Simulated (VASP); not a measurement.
OSZICAR of a VASP run on CuZn (CsCl type):

**OSZICAR**
```
       N       E                     dE             d eps       ncg     rms          rms(c)
DAV:   1     0.110791974529E+03    0.11079E+03   -0.11664E+04  3743   0.250E+03
DAV:   2    -0.198592656953E+01   -0.11278E+03   -0.11015E+03  3614   0.325E+02
DAV:   3    -0.503778304748E+01   -0.30519E+01   -0.30416E+01  4364   0.715E+01
DAV:   4    -0.505957406707E+01   -0.21791E-01   -0.21783E-01  4209   0.541E+00
DAV:   5    -0.505987009324E+01   -0.29603E-03   -0.29590E-03  4865   0.669E-01    0.870E+00
DAV:   6    -0.501256884749E+01    0.47301E-01   -0.15205E+01  3918   0.998E+01    0.582E+00
DAV:   7    -0.416664899276E+01    0.84592E+00   -0.34700E+00  3829   0.896E+01    0.209E+00
DAV:   8    -0.417227820770E+01   -0.56292E-02   -0.17336E-01  4969   0.604E+00    0.119E+00
DAV:   9    -0.416442355385E+01    0.78547E-02   -0.25187E-02  4246   0.412E+00    0.546E-02
DAV:  10    -0.416447088205E+01   -0.47328E-04   -0.75585E-04  5634   0.567E-01    0.287E-02
DAV:  11    -0.416447431633E+01   -0.34343E-05   -0.39369E-05  4992   0.165E-01    0.127E-02
DAV:  12    -0.416447228425E+01    0.20321E-05   -0.21098E-06  5615   0.315E-02    0.307E-03
DAV:  13    -0.416447249857E+01   -0.21432E-06   -0.19017E-07  2943   0.130E-02    0.144E-03
DAV:  14    -0.416447248125E+01    0.17316E-07   -0.27878E-08  2423   0.287E-03
   1 F= -.41644725E+01 E0= -.41644725E+01  d E =0.000000E+00
```

Task: Which electronic solver shows in the log?

Result: It is blocked Davidson (ALGO = Normal, or the opening steps of other solvers). The INCAR had ALGO = Normal.

Task: Can the final energy be trusted as converged?

Result: Self-consistency was reached. It stopped with EDIFF = 1E-7, NELM = 100 (RPBE GGA, plane waves, VASP's PBE PAW potentials (set 64)).

The compound is CuZn in the CsCl type structure. It was relaxed first, which changed the volume by +6 %. The electron count is odd and the run is not spin-polarised, which forces a metal.
